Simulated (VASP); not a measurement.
Input for VASP

### KPOINTS
```
Automatic mesh
0
Gamma
7 7 7
0 0 0
```

### INCAR
```
SYSTEM = CdS
PREC = Accurate
ENCUT = 520
EDIFF = 1E-6
NELM = 100
ALGO = Normal
LREAL = .FALSE.
LASPH = .TRUE.
ISMEAR = 0
SIGMA = 0.05
LMAXMIX = 4
LWAVE = .FALSE.
LCHARG = .FALSE.
IBRION = 2
ISIF = 3
NSW = 60
EDIFFG = -0.01
```

### POSCAR
```
CdS
1.0
  0.0000000000   2.9100000000   2.9100000000
  2.9100000000   0.0000000000   2.9100000000
  2.9100000000   2.9100000000   0.0000000000
Cd S
1 1
Direct
  0.0000000000   0.0000000000   0.0000000000
  0.2500000000   0.2500000000   0.2500000000
```

POTCAR, in this order: Cd S (LDA.64 set). Program: vasp_std.

### Question
Write an equivalent input for Ansatz.

### Answer
One equivalent input (not run):
Ansatz 0.2 input:
```yaml
crystal:
  lattice:
    - [0.0000000, 2.9100000, 2.9100000]
    - [2.9100000, 0.0000000, 2.9100000]
    - [2.9100000, 2.9100000, 0.0000000]
  atoms:
    - { symbol: Cd, position: [0.0000000, 0.0000000, 0.0000000] }
    - { symbol: S, position: [0.2500000, 0.2500000, 0.2500000] }
kpoints:
  mp_grid: { grid: [7, 7, 7] }
hamiltonian:
  xc: lda
  pseudopotentials: { kind: paw }
scf:
  occupations: { method: gaussian, width: 0.05 }
  max_iter: 100
relax:
  max_steps: 60
  f_tol: 0.01
  cell: {}
output: { forces: true, stress: true, eigenvalues: true }
```
What does not carry over: each code has its own PAW files, so the cut-off isn't converted (ENCUT is set for VASP's; basis.ecutwfc is left out, and Ansatz then takes the one that its files recommend); Ansatz stops its SCF on the density residual and VASP on the energy change (EDIFF); Ansatz's lda is the Perdew-Wang form, while the LDA potentials of VASP carry Perdew-Zunger's.

The compound is CdS in the zinc blende structure, a metastable form; wurtzite is the usual one. This run relaxes it. Symmetry was kept, so distortions that lower it aren't found.
